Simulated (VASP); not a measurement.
Given:

```
WC
1.0
    1.45791    -2.52517     0.00000
    1.45791     2.52517     0.00000
    0.00000     0.00000     2.84568
W C
1 1
Direct
  0.00000   0.00000   0.00000
  0.33333   0.66667   0.50000
```

Computed with LDA (Ceperley-Alder, Perdew-Zunger), VASP's LDA PAW potentials (set 64) (plane waves; VASP). Settings: 400 eV cut-off, 10×10×9 Γ-centred mesh, Fermi-Dirac smearing of 0.14 eV, potentials W_sv C.

At this cut-off the stress carries a Pulay error, which pulls relaxed volumes low.

Problem. Give the stress tensor in GPa (positive for a compressed cell).

Solution. 
```
-11.02    0.00    0.00
  0.00  -11.02    0.00
  0.00    0.00  -13.88
```
The pressure is its mean diagonal, -11.97 GPa.

The structure is a typed WC crystal (P-6m2). The cell was not relaxed at this level.
